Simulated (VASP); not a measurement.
# BaRu under changes of volume

One of the cells (25.498 Å³/atom); the others are scaled copies at fixed shape and fractional positions:

```
CELL_PARAMETERS angstrom
3.53711 0.00000 0.00000
-1.76856 3.06322 0.00000
0.00000 0.00000 4.70666
ATOMIC_POSITIONS crystal
Ba 0.00000 0.00000 0.50000
Ru 0.66667 0.33333 0.00000
```

The cell was built by a generator and needn't be a form met in nature.

```yaml
Program: VASP 6.6.1
Functional: PBE
Potentials_or_basis: VASP PAW PBE potentials, release 64 (Ba_sv, Ru_pv)
Cutoff: 520 eV
k_mesh: 9 × 9 × 6
Occupations: fermi-dirac, width 0.05 eV
Spin: no spin polarisation
```

| volume (Å³/atom) | energy over the lowest point (meV/atom) | pressure (GPa) |
| --- | --- | --- |
| 23.498 | 52.95 | 6.9 |
| 23.998 | ? | ? |
| 24.498 | 19.44 | 3.9 |
| 25.498 | 2.95 | 1.5 |
| 25.998 | 0.00 | 0.5 |
| 26.498 | 0.08 | -0.4 |

**Question.** What does the run at 23.998 Å³/atom give?

**Answer.** Energy over the lowest point 33.84 meV/atom; pressure 5.3 GPa.

Worked out: A Birch-Murnaghan fit of order 3 (a polynomial in V^(-2/3)) to the other rows has its minimum at 26.23 Å³/atom with B0 = V·E''(V) = 48 GPa and B' = 4.8 at fixed shape and positions, which overstates the stiffness. It gives 33.82 meV/atom at 23.998 Å³/atom, against the run's 33.84, and -dE/dV = 5.3 GPa, against 5.3.

Energies are extrapolated to zero smearing.
